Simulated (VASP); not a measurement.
```yaml
crystal:
  lattice:
    - [1.88049, -3.25711, 0.00000]
    - [1.88049, 3.25711, 0.00000]
    - [0.00000, 0.00000, 6.17016]
  atoms:
    - { symbol: Pt, position: [0.00000, 0.00000, 0.00000] }
    - { symbol: Se, position: [0.33333, 0.66667, 0.21199] }
    - { symbol: Se, position: [0.66667, 0.33333, 0.78801] }
```

The numbers are results of PW91 GGA, VASP's PBE PAW potentials (set 64) (plane waves; VASP), not measurements. Run with 520 eV cut-off, 8×8×4 Γ-centred mesh, tetrahedra with Blöchl corrections, potentials Pt Se.

The cores are frozen, which limits the accuracy of field gradients. Without a dispersion term in the relaxation, distances and binding between the weakly bound layers, chains or molecules are unreliable, and so is what depends on them.

Question: Give the principal components of the electric field gradient (V/Å²) and the asymmetry η at each nucleus.

Answer: 
| atom | Vxx | Vyy | Vzz | η |
|---|---|---|---|---|
| Pt1 | -56.7 | -56.7 | 113.5 | 0.00 |
| Se2 | 44.0 | 44.0 | -87.9 | 0.00 |
| Se3 | 44.0 | 44.0 | -87.9 | 0.00 |

The compound is PtSe2 in the 1T layered structure. It was relaxed first, which changed the volume by +23 %.
